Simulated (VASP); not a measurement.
An input for Ansatz (written as the equivalent of a VASP run, and not itself run):

Ansatz 0.2 input:
```yaml
crystal:
  lattice:
    - [0.0000000, 3.0776189, 3.0776189]
    - [3.0776189, 0.0000000, 3.0776189]
    - [3.0776189, 3.0776189, 0.0000000]
  atoms:
    - { symbol: Ti, position: [0.0000000, 0.0000000, 0.0000000] }
    - { symbol: Te, position: [0.2500000, 0.2500000, 0.2500000] }
kpoints:
  mp_grid: { grid: [12, 12, 12] }
hamiltonian:
  xc: pbesol
  pseudopotentials: { kind: paw }
scf:
  occupations: { method: tetrahedron }
  max_iter: 100
output: { forces: true, stress: true, eigenvalues: true }
```

Question: Write the VASP files for the same calculation (PBEsol).

Answer: Several could match; the one computed here: 
File POSCAR:
```
TiTe
1
    0.0000000000     3.0776188902     3.0776188902
    3.0776188902     0.0000000000     3.0776188902
    3.0776188902     3.0776188902     0.0000000000
Ti Te
1 1
Direct
  0.0000000000   0.0000000000   0.0000000000
  0.2500000000   0.2500000000   0.2500000000
```

### INCAR
```
SYSTEM = TiTe
PREC = Accurate
ENCUT = 400
EDIFF = 1E-7
NELM = 100
ALGO = Normal
LREAL = .FALSE.
LASPH = .TRUE.
ISMEAR = -5
GGA = PS
LMAXMIX = 4
LWAVE = .FALSE.
LCHARG = .TRUE.
LORBIT = 11
NEDOS = 601
ISIF = 2
```

File KPOINTS:
```
Automatic mesh
0
Gamma
12 12 12
0 0 0
```

POTCAR, in this order: Ti_sv Te (PBE.64 set). Program: vasp_std.

What does not carry over: each code has its own PAW files, so the cut-off isn't converted (ENCUT is set for VASP's; basis.ecutwfc is left out, and Ansatz then takes the one that its files recommend); Ansatz stops its SCF on the density residual and VASP on the energy change (EDIFF).

The structure was generated: TiTe was put into the zinc blende type (F-43m), which need not be its known phase. It was relaxed first, which changed the volume by -28 %.
